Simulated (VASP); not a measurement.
The input files of a VASP run:

### INCAR
```
! general
SYSTEM   =  PdSb
PREC     =  Accurate
ENCUT    =  400
LREAL    =  .FALSE.
LASPH    =  .TRUE.

! electronic loop
EDIFF    =  1E-6
NELM     =  100
ALGO     =  Normal
LMAXMIX  =  4

! smearing
ISMEAR   =  1
SIGMA    =  0.1

! functional
GGA      =  PS

! ions
IBRION   =  2
NSW      =  60
ISIF     =  3
EDIFFG   =  -0.02

! output
LWAVE    =  .FALSE.
LCHARG   =  .FALSE.
```

File POSCAR:
```
PdSb
1.0
  3.3475472322   0.0000000000   0.0000000000
 -1.6737736161   2.8990608864   0.0000000000
  0.0000000000   0.0000000000   8.8199216171
Pd Sb
2 2
Cartesian
 -0.0000016738   1.9327082240   0.3325580613
  1.6737752899   0.9663526624   4.7425188699
 -0.0000016738   1.9327082240   2.9749125451
  1.6737752899   0.9663526624   7.3848733536
```

KPOINTS:
```
Automatic
0
gamma
  10 10 3
```

POTCAR, in this order: Pd Sb (PBE.64 set). Program: vasp_std.

**Question.** Translate this PBEsol calculation to Ansatz.

**Answer.** One equivalent input (not run):
Ansatz 0.2 input:
```yaml
crystal:
  lattice:
    - [3.3475472, 0.0000000, 0.0000000]
    - [-1.6737736, 2.8990609, 0.0000000]
    - [0.0000000, 0.0000000, 8.8199216]
  atoms:
    - { symbol: Pd, position: [0.3333330, 0.6666670, 0.0377053] }
    - { symbol: Pd, position: [0.6666670, 0.3333330, 0.5377053] }
    - { symbol: Sb, position: [0.3333330, 0.6666670, 0.3372947] }
    - { symbol: Sb, position: [0.6666670, 0.3333330, 0.8372947] }
kpoints:
  mp_grid: { grid: [10, 10, 3] }
hamiltonian:
  xc: pbesol
  pseudopotentials: { kind: paw }
scf:
  occupations: { method: methfessel_paxton, width: 0.1 }
  max_iter: 100
relax:
  max_steps: 60
  f_tol: 0.02
  cell: {}
output: { forces: true, stress: true, eigenvalues: true }
```
Limits of the translation: each code has its own PAW files, so the cut-off isn't converted (ENCUT is set for VASP's; basis.ecutwfc is left out, and Ansatz then takes the one that its files recommend); Ansatz stops its SCF on the density residual and VASP on the energy change (EDIFF).

The structure was generated: PdSb was put into the wurtzite type (P6_3mc), which need not be its known phase. This run relaxes it. Symmetry was kept, so distortions that lower it aren't found. The start is the result of an earlier pass.
